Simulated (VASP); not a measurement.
## Ir: energy against strain

Ir (fcc, Fm-3m, 14.081 Å³/atom at rest, cube axes along x, y and z) under an equal strain ε along x and y, with z held. PBEsol in VASP (plane waves, PAW), 480 eV, 20×20×20 Γ-centred mesh, Methfessel-Paxton smearing 0.10 eV; ions are relaxed within the symmetry of each cell.

Here s stands for strain and y for E less E0.

| strain (%) | E less E0 (meV/atom) |
|---|---|
| -3.00 | ? |
| -1.50 | 19.02 |
| -1.00 | 8.33 |
| -0.50 | 2.06 |
| 0.00 | 0.00 |
| 0.50 | 1.96 |
| 1.00 | 7.74 |
| 1.50 | 17.15 |

Q: Fit y against s with a parabola, and predict the withheld value at s = -3.00.

A: Least squares gives y = 0.000 - 0.4921·s + 8.0376·s². Residuals (row less fit): 0.197, -0.200, -0.195, 0.000, 0.197, 0.195, -0.196; standard error 0.241 (degrees of freedom: 4). Twice the quadratic coefficient over the volume, 2 × 8.0376 meV × 10⁴ × 0.1602 / 14.081 Å³, is the elastic constants 2(C11 + C12) = 1829 ± 24 GPa. At the withheld row, y = 0.000 - 0.4921 × (-3.0) + 8.0376 × (-3.0)² = 73.815 meV/atom. The calculation gives 79.87 meV/atom, 6.055 meV/atom above the prediction (7.6 % of the range of y in the table). The row lies outside the fitted rows, so this is an extrapolation. From the scatter of the fitted rows alone, a prediction at this place has a standard error of 0.921 meV/atom, so the miss is 6.6 times that.

One order more, fitted to all 13 runs of the series, follows each within 0.05, so the miss is the next term of a smooth law. In a metal these values are sensitive to mesh and smearing; energies are taken to zero smearing, stresses follow the free energy. Rows are the converged runs of the series near zero and its far end; series whose fitted rows scatter by over a few per cent of the range, as at a crossing or softening among them, aren't shown in this form. Most that stay on the fit to the last digits aren't either.
